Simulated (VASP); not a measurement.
Data:

```xyz
2
Lattice="3.2468 0.0000 0.0000 0.0000 3.2468 0.0000 0.0000 0.0000 3.2468" Properties=species:S:1:pos:R:3 pbc="T T T"
In     1.6234     1.6234     1.6234
Pd     0.0000     0.0000     0.0000
```

All values below come from AM05 GGA, VASP's PBE PAW potentials (set 64) (plane waves; VASP). Settings: 520 eV cut-off, Gaussian smearing of 0.050 eV, potentials In_d Pd.

Unless said otherwise, spin-orbit coupling is left out, though it shifts the bands of the heavy elements here.

Problem. What does the run give for the band gap (along the path) with the smallest direct gap where there is one?

Solution. 
- band gap (along the path): none (metal, semimetal or under 0.01 eV)

Total energies compare only between runs with the same potentials, cut-off and functional.

The compound is PdIn in the CsCl type structure. It was relaxed first. The electron count is odd and the run is not spin-polarised, which forces a metal.
